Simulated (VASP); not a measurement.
Computed with r2SCAN meta-GGA, VASP's PBE PAW potentials (set 64) (plane waves; VASP). Each cell was relaxed at this level, without spin-orbit coupling.

Task: Which of these comes out without a gap?
A) NaCl, Fm-3m (225)
B) MoS2, P6_3/mmc (194)
C) BeS, F-43m (216)
D) Cs, Im-3m (229)

Result: D, Cs, Im-3m (229). The others have gaps of 3.61 eV (BeS, F-43m (216)), 1.14 eV (MoS2, P6_3/mmc (194)), 6.05 eV (NaCl, Fm-3m (225)).
